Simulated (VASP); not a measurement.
# Lattice vibrations of Si2Ni

Wanted: whether Si2Ni is dynamically stable, and its vibrational spectrum. The start is a cell from a database of measured crystal structures.

Method: LDA, spin-polarised from a ferromagnetic start (one magnetic atom a cell); plane waves and PAW (Ni, Si), in the first sound run; inputs show where later runs differ, in VASP 6.6.1.

## Step 1: The structure

It takes space group Fm-3m (No. 225, cubic). Conventional cell: a = 5.406 Å, b = 5.406 Å, c = 5.406 Å, α = 90.00°, β = 90.00°, γ = 90.00°. Ni has 8 Si at 2.34 Å nearest. Si has 4 Ni at 2.34 Å nearest. Farther neighbours are not listed.

## Step 2: Relax the host

First cell and atoms are relaxed at a raised cutoff, so that later runs start from this functional's own cell.

INCAR

```
SYSTEM = Si2Ni
PREC = Accurate
ENCUT = 360
EDIFF = 1E-06
NELM = 120
ISMEAR = 0
SIGMA = 0.05
LREAL = .FALSE.
ALGO = Normal
GGA = CA
NBANDS = 16
ISPIN = 2
MAGMOM = 1 0 0
LMAXMIX = 4
LORBIT = 11
LWAVE = .FALSE.
LCHARG = .FALSE.
KPAR = 4
IBRION = 2
NSW = 40
ISIF = 3
EDIFFG = -0.02
POTIM = 0.4
```

POSCAR

```
Si2Ni
1.0
    0.0000000000      2.7030000000      2.7030000000
    2.7030000000      0.0000000000      2.7030000000
    2.7030000000      2.7030000000      0.0000000000
Ni Si
1 2
Direct
    0.0000000000      0.0000000000      0.0000000000
    0.7500000000      0.7500000000      0.7500000000
    0.2500000000      0.2500000000      0.2500000000
```

KPOINTS

```
Automatic mesh
0
Gamma
6 6 6
0 0 0
```

PAW data sets: Ni and Si (LDA family, release 64).

Run with:

```bash
$ mpirun -np 4 vasp_std
```

The log of the run:

```text
[banner, memory and clock lines left out]
running    4 mpi-ranks, on    1 nodes
 distrk:  each k-point on    1 cores,    4 groups
 distr:  one band on    1 cores,    1 groups

 POSCAR found type information on POSCAR NiSi
 POSCAR found :  2 types and       3 ions
 LDA part: xc-table for (Slater(with rela. corr.)+CA(PZ))
 , standard interpolation
 POSCAR, INCAR and KPOINTS ok, starting setup
 FFT: planning ... GRIDC
 FFT: planning ... GRID_SOFT
 FFT: planning ... GRID
 WAVECAR not read
 entering main loop
       N       E                     dE             d eps       ncg     rms          rms(c)
DAV:   1     0.490306962513E+02    0.49031E+02   -0.57477E+03  1032   0.823E+02
DAV:   2    -0.192866463033E+02   -0.68317E+02   -0.63176E+02  1160   0.180E+02
DAV:   3    -0.217477701844E+02   -0.24611E+01   -0.24262E+01  1352   0.382E+01
DAV:   4    -0.217852062528E+02   -0.37436E-01   -0.37409E-01  1224   0.476E+00
DAV:   5    -0.217861507067E+02   -0.94445E-03   -0.94436E-03  1312   0.767E-01    0.169E+01
DAV:   6    -0.263390233808E+02   -0.45529E+01   -0.37761E+01  1040   0.144E+02    0.238E+01
DAV:   7    -0.200280592449E+02    0.63110E+01   -0.12041E+01  1264   0.903E+01    0.371E+00
DAV:   8    -0.199443989516E+02    0.83660E-01   -0.15592E+00  1360   0.202E+01    0.283E+00
DAV:   9    -0.198853462728E+02    0.59053E-01   -0.28434E-01  1208   0.976E+00    0.620E-01
DAV:  10    -0.198830456106E+02    0.23007E-02   -0.11266E-02  1424   0.197E+00    0.269E-01
DAV:  11    -0.198828479541E+02    0.19766E-03   -0.95868E-04  1520   0.344E-01    0.143E-01
DAV:  12    -0.198827981885E+02    0.49766E-04   -0.79646E-05  1440   0.166E-01    0.502E-02
DAV:  13    -0.198827909640E+02    0.72244E-05   -0.12818E-05  1312   0.690E-02    0.167E-02
DAV:  14    -0.198827897502E+02    0.12139E-05   -0.19766E-06   904   0.298E-02    0.681E-03
DAV:  15    -0.198827897408E+02    0.94060E-08   -0.83170E-07   608   0.140E-02
   1 F= -.19882790E+02 E0= -.19881539E+02  d E =-.198828E+02  mag=     0.0000
 curvature:   0.00 expect dE= 0.000E+00 dE for cont linesearch  0.000E+00
 trial: gam= 0.00000 g(F)=  0.941E-45 g(S)=  0.426E-01 ort = 0.000E+00 (trialstep = 0.100E+01)
 search vector abs. value=  0.426E-01
 bond charge predicted
       N       E                     dE             d eps       ncg     rms          rms(c)
DAV:   1    -0.204253983657E+02   -0.54261E+00   -0.37499E+00  1088   0.373E+01    0.727E+00
DAV:   2    -0.216487904628E+02   -0.12234E+01   -0.10062E+01  1088   0.759E+01    0.112E+01
DAV:   3    -0.198956273574E+02    0.17532E+01   -0.34394E+00  1232   0.523E+01    0.820E-01
DAV:   4    -0.198997760011E+02   -0.41486E-02   -0.21742E-01  1360   0.471E+00    0.873E-01
DAV:   5    -0.198931362062E+02    0.66398E-02   -0.21417E-02  1280   0.290E+00    0.207E-01
DAV:   6    -0.198929000978E+02    0.23611E-03   -0.11186E-03  1344   0.574E-01    0.116E-01
DAV:   7    -0.198929112185E+02   -0.11121E-04   -0.22222E-04  1184   0.147E-01    0.331E-02
DAV:   8    -0.198929024716E+02    0.87470E-05   -0.16362E-05  1352   0.802E-02    0.728E-03
DAV:   9    -0.198929024761E+02   -0.45720E-08   -0.13012E-06   720   0.846E-03
   2 F= -.19892902E+02 E0= -.19891206E+02  d E =-.101127E-01  mag=    -0.0000
 trial-energy change:   -0.010113  1 .order   -0.008912   -0.042630    0.024806
 step:   0.6563(harm=  0.6322)  dis= 0.00000  next Energy=   -19.897117 (dE=-0.143E-01)
 bond charge predicted
       N       E                     dE             d eps       ncg     rms          rms(c)
DAV:   1    -0.199587783218E+02   -0.65876E-01   -0.43781E-01  1040   0.131E+01    0.236E+00
DAV:   2    -0.200838835108E+02   -0.12511E+00   -0.98604E-01  1200   0.250E+01    0.382E+00
DAV:   3    -0.198992062056E+02    0.18468E+00   -0.48621E-01  1136   0.169E+01    0.495E-01
DAV:   4    -0.198968916828E+02    0.23145E-02   -0.98161E-03  1232   0.147E+00    0.108E-01
DAV:   5    -0.198969315433E+02   -0.39860E-04   -0.59890E-04  1552   0.287E-01    0.751E-02
DAV:   6    -0.198968902008E+02    0.41343E-04   -0.51129E-05  1312   0.167E-01    0.175E-02
DAV:   7    -0.198968914451E+02   -0.12443E-05   -0.92829E-06  1152   0.353E-02    0.522E-03
DAV:   8    -0.198968911764E+02    0.26870E-06   -0.13233E-07   512   0.641E-03
   3 F= -.19896891E+02 E0= -.19895213E+02  d E =-.141014E-01  mag=     0.0000
 curvature:  -0.31 expect dE=-0.451E-06 dE for cont linesearch -0.451E-06
 trial: gam=-0.00577 g(F)=  0.569E-45 g(S)=  0.143E-05 ort = 0.247E-03 (trialstep = 0.931E+00)
 search vector abs. value=  0.148E-09
 reached required accuracy - stopping structural energy minimisation
```

Run time: 6.2 s. Hardware: 4 MPI ranks of Intel Xeon 6975P-C (Granite Rapids), shared host; peak memory 0.51 GiB; 22 s of CPU time.

Lines that name or quote the potential files are left out of all logs, and their timing lines are given in words.

Parts of OUTCAR (step 2):

```text
ion  position               nearest neighbor table
   1  0.000  0.000  0.000-   2 2.34   2 2.34   3 2.34   3 2.34   2 2.34   2 2.34   3 2.34   3 2.34

  LATTYP: Found a face centered cubic cell.
 ALAT       =     5.4060000000

 Subroutine GETGRP returns: Found 48 space group operations
 (whereof 48 operations were pure point group operations)

The static configuration has the point symmetry O_h .

 Found     16 irreducible k-points:

   k-points           NKPTS =     16   k-points in BZ     NKDIM =     16   number of bands    NBANDS=     16

   dimension x,y,z NGX =    24 NGY =   24 NGZ =   24
   dimension x,y,z NGXF=    48 NGYF=   48 NGZF=   48

   ENCUT  =  360.0 eV  26.46 Ry    5.14 a.u.   5.91  5.91  5.91*2*pi/ulx,y,z

   NELECT =      18.0000    total number of electrons

 k-points in reciprocal lattice and weights: Automatic mesh
   0.00000000  0.00000000  0.00000000       0.005
   0.16666667  0.00000000  0.00000000       0.037
   0.33333333  0.00000000  0.00000000       0.037
   0.50000000  0.00000000  0.00000000       0.019
   0.16666667  0.16666667  0.00000000       0.028
   0.33333333  0.16666667  0.00000000       0.111
   0.50000000  0.16666667  0.00000000       0.111
  -0.33333333  0.16666667  0.00000000       0.111
  -0.16666667  0.16666667  0.00000000       0.056
[...]
-0.33333333  0.33333333  0.16666667       0.111
  -0.33333333  0.50000000  0.16666667       0.056

 average (electrostatic) potential at core
       1 -81.8845       2 -81.0809       3 -81.0809

 E-fermi :  10.7975

 spin component 1
 k-point     1 :       0.0000    0.0000    0.0000
  band No.  band energies     occupation
    ...
      3       5.3634      1.00000
      4       5.3634      1.00000
      5       7.0949      1.00000
      6       7.0949      1.00000
      7      10.5896      1.00000
      8      12.5162      0.00000
      9      12.5162      0.00000
     10      12.5162      0.00000
     11      13.0003      0.00000
     12      13.0003      0.00000
    ...

 k-point     2 :       0.1667    0.0000    0.0000
  band No.  band energies     occupation
    ...
      3       5.4889      1.00000
      4       5.4889      1.00000
      5       7.0319      1.00000
      6       7.0319      1.00000
      7       9.2862      1.00000
      8      11.2789      0.00000
      9      11.2789      0.00000
     10      11.5393      0.00000
     11      13.7304      0.00000
     12      13.7304      0.00000
    ...

 k-point     3 :       0.3333    0.0000    0.0000
  band No.  band energies     occupation
    ...
      5       7.0711      1.00000
      6       7.0711      1.00000
      7       7.4354      1.00000
      8       9.9729      1.00000
      9       9.9729      1.00000
     10      12.2682      0.00000
     11      12.8852      0.00000
     12      12.8852      0.00000
     13      13.8165      0.00000
     14      17.5700      0.00000
    ...

 k-point     4 :       0.5000    0.0000    0.0000
  band No.  band energies     occupation
    ...
      5       6.8817      1.00000
      6       7.2797      1.00000
      7       7.2797      1.00000
      8       9.2688      1.00000
      9       9.2688      1.00000
     10      12.5278      0.00000
     11      12.6025      0.00000
     12      12.6025      0.00000
     13      13.4745      0.00000
     14      20.0241      0.00000
    ...

 k-point     5 :       0.1667    0.1667    0.0000
  band No.  band energies     occupation
    ...
      6       7.1974      1.00000
      7       9.9812      1.00000
      8       9.9812      1.00000
      9      10.4332      1.00000
     10      10.7914      0.56825
     11      13.2422      0.00000
     12      14.2187      0.00000
     13      15.8629      0.00000
     14      15.8629      0.00000
     15      16.6125      0.00000
    ...

 k-point     6 :       0.3333    0.1667    0.0000
  band No.  band energies     occupation
    ...
      5       6.3734      1.00000
      6       7.2824      1.00000
      7       7.7274      1.00000
      8       8.9762      1.00000
      9       9.4396      1.00000
     10      11.1163      0.00000
     11      13.8158      0.00000
     12      14.8758      0.00000
     13      14.9879      0.00000
     14      15.7337      0.00000
    ...

  Total       -0.0060956     -0.0060956     -0.0060956      0.0000000      0.0000000      0.0000000
  in kB       -0.2539634     -0.2539634     -0.2539634      0.0000000      0.0000000      0.0000000
  external PRESSURE =      -0.2539634 kB  Pullay stress =       0.0000000 kB

  energy-cutoff  :      360.00
  volume of cell :       38.46
      direct lattice vectors                 reciprocal lattice vectors
     0.000000000  2.679016296  2.679016296    -0.186635670  0.186635670  0.186635670
     2.679016296  0.000000000  2.679016296     0.186635670 -0.186635670  0.186635670
     2.679016296  2.679016296  0.000000000     0.186635670  0.186635670 -0.186635670

 POSITION                                       TOTAL-FORCE (eV/Angst)
 -----------------------------------------------------------------------------------
      0.00000      0.00000      0.00000        -0.000000      0.000000     -0.000000
      4.01852      4.01852      4.01852        -0.000000      0.000000      0.000000
      1.33951      1.33951      1.33951         0.000000     -0.000000     -0.000000
 -----------------------------------------------------------------------------------
    total drift:                               -0.000000      0.000000      0.000000

  FREE ENERGIE OF THE ION-ELECTRON SYSTEM (eV)
  ---------------------------------------------------
  free  energy   TOTEN  =       -19.8968911764 eV

  energy  without entropy=      -19.8935355238  energy(sigma->0) =      -19.89521335

 reached required accuracy - stopping structural energy minimisation

 total charge
# of ion       s       p       d       tot
------------------------------------------
    1        0.579   0.831   8.488   9.898
    2        0.752   0.864   0.000   1.616
    3        0.752   0.864   0.000   1.616
--------------------------------------------------
tot          2.083   2.559   8.488  13.129

 magnetization (x)
# of ion       s       p       d       tot
------------------------------------------
    1        0.000   0.000   0.000   0.000
    2        0.000  -0.000   0.000   0.000
    3        0.000  -0.000   0.000   0.000
--------------------------------------------------
tot          0.000   0.000   0.000   0.000

[... 1 further part left out ...]
```

CONTCAR:

```
Si2Ni
   1.00000000000000
     0.0000000000000000    2.6790162955550567    2.6790162955550567
     2.6790162955550567    0.0000000000000000    2.6790162955550567
     2.6790162955550567    2.6790162955550567    0.0000000000000000
  Ni              Si
     1     2
Direct
     0.0000000000000000    0.0000000000000000    0.0000000000000000
     0.7500000000000000    0.7500000000000000    0.7500000000000000
     0.2500000000000000    0.2500000000000000    0.2500000000000000
```

The moments of the start collapse, so the state is non-magnetic; other starts or orders were not tried. The k-mesh is coarse for a metal. The run keeps the 48 symmetry operations of its start, so it cannot find a distortion of lower symmetry.

Relaxation path:

```csv
step,energy less that of the first step (eV),largest force (eV/Å),pressure (GPa),volume (Å³)
1,0.0000,0.0000,-4.26,39.50
2,-0.0101,0.0000,2.58,37.92
3,-0.0141,0.0000,-0.03,38.46
```

| conventional cell, symmetrised | before | after | change |
| --- | --- | --- | --- |
| a (Å) | 5.406 | 5.358 | -0.9 % |
| b (Å) | 5.406 | 5.358 | -0.9 % |
| c (Å) | 5.406 | 5.358 | -0.9 % |
| volume (Å³/atom) | 13.17 | 12.82 | -2.6 % |

The relaxed structure:

```xyz
3
Lattice="0.0000 2.6790 2.6790 2.6790 0.0000 2.6790 2.6790 2.6790 0.0000" Properties=species:S:1:pos:R:3 pbc="T T T"
Ni    0.0000    0.0000    0.0000
Si    4.0185    4.0185    4.0185
Si    1.3395    1.3395    1.3395
```

Numbers from this step:

- electronic cycles: 32
- electrons: 18
- free energy (TOTEN): -19.90 eV
- energy at zero smearing: -19.90 eV
- Fermi energy: 10.80 eV
- pressure: -0.02540 GPa
- labelled metallic, from the levels on this mesh: yes

The spin moment in the PAW sphere vanishes on all atoms.

The run ended after 3 ionic steps, 0.014 eV below its first step, once forces and stress met EDIFFG = -0.02.

[end of part 1 of 3]

[Lines on the potential files, build, host, timing and source positions are cut from VASP's logs without a mark.]

[Logs are printed without paths, hosts, clocks, repeated set-up lines and the standing remarks that a program may print on its own settings, such as how far it seeks lower states.]

[Hosts, paths, dates, database ids (printed as entryN), source tags and the programs' standing remarks are cut or masked in the printed files.]

[Runs that stopped without an error message from VASP are left out.]
